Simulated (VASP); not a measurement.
```xyz
4
Lattice="3.9370 0.0000 0.0000 0.0000 3.9370 0.0000 0.0000 0.0000 6.9322" Properties=species:S:1:pos:R:3 pbc="T T T"
Lu     0.0000     1.9685     0.0000
Lu     1.9685     0.0000     3.4661
P      0.0000     0.0000     1.7331
P      0.0000     0.0000     5.1992
```

The numbers are results of PBE GGA, VASP's PBE PAW potentials (set 64) (plane waves; VASP), not measurements. Numerical set-up: 300 eV cut-off, 6×6×3 Γ-centred mesh, Fermi-Dirac smearing of 0.10 eV, potentials Lu_3 P.

At this cut-off the stress carries a Pulay error, which pulls relaxed volumes low. Energy and stress use the plane-wave basis of the starting cell.

Q: The ions, cell shape and volume are relaxed. Predict the relaxed structure.

A: 
```xyz
4
Lattice="4.0329 0.0000 0.0000 0.0000 4.0329 0.0000 0.0000 0.0000 7.0661" Properties=species:S:1:pos:R:3 pbc="T T T"
Lu     0.0000     2.0164     7.0661
Lu     2.0164     4.0329     3.5331
P      0.0000     0.0000     1.7665
P      0.0000     0.0000     5.2996
```
Space group P4_2/mmc (131), at a tolerance of 0.03 Å.

Q: How do energy and volume change from the first to the last step?

A: The energy (σ→0) changes by -23.4 meV/atom and the volume by +7.0 %, in 8 ionic steps.

```tsv
step	E(σ→0) (eV)	max force (eV/Å)	pressure (GPa)	volume (Å³)
1	-21.8952	0.000	4.28	107.45
2	-21.9572	0.000	-2.02	119.00
3	-21.9869	0.000	0.02	114.65
4	-21.9868	0.000	-0.06	114.79
5	-21.9873	0.000	0.05	114.64
6	-21.9876	0.000	0.14	114.50
7	-21.9880	0.000	0.11	114.62
8	-21.9888	0.000	0.02	114.92
```

The structure was generated: LuP was put into an ordered model structure, which need not be its known phase. This run relaxes it. Symmetry was kept, so distortions that lower it aren't found. The run is one of a series of settings (EDIFFG = -0.01, IBRION = 2, ISIF = 3, NSW = 50 against the base run), some of them coarse on purpose.
